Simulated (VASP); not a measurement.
The system is TePb.

```
Te Pb
1.0
     0.00000    3.22705    3.22705
     3.22705    0.00000    3.22705
     3.22705    3.22705    0.00000
Te Pb
1 1
Direct
  0.50000 0.50000 0.50000
  0.00000 0.00000 0.00000
```

```yaml
Program: VASP 6.6.1
Task: relaxation of cell and atoms
Functional: r2SCAN
Potentials_or_basis: VASP PAW PBE potentials, release 64 (Te, Pb_d)
Cutoff: 600 eV
k_mesh: 8 × 8 × 8
Occupations: gaussian, width 0.02 eV
Spin: no spin polarisation
```

At the start: pressure 1.7 GPa; volume 33.61 Å³/atom.

**Question.** How do energy, volume and symmetry change on relaxing?

**Answer.** Over 3 steps the energy falls by 6.7 meV/atom and the volume is 34.89 Å³/atom (+3.8 %); space group Fm-3m (No. 225, to 0.05 Å).

Step by step:
```csv
step,energy change (eV),largest force (eV/Å),pressure (GPa),volume (Å³)
1,0.0000,0.0000,1.74,67.21
2,-0.0114,0.0000,-0.60,70.82
3,-0.0134,0.0000,0.01,69.77
```

Final structure:
```
Te Pb
1.0
     0.00000    3.26755    3.26755
     3.26755    0.00000    3.26755
     3.26755    3.26755    0.00000
Te Pb
1 1
Cartesian
  3.2676 3.2676 3.2676
  0.0000 0.0000 0.0000
```

Caveat: the PAW data sets were made with another functional, which shifts forces and pressure a little.
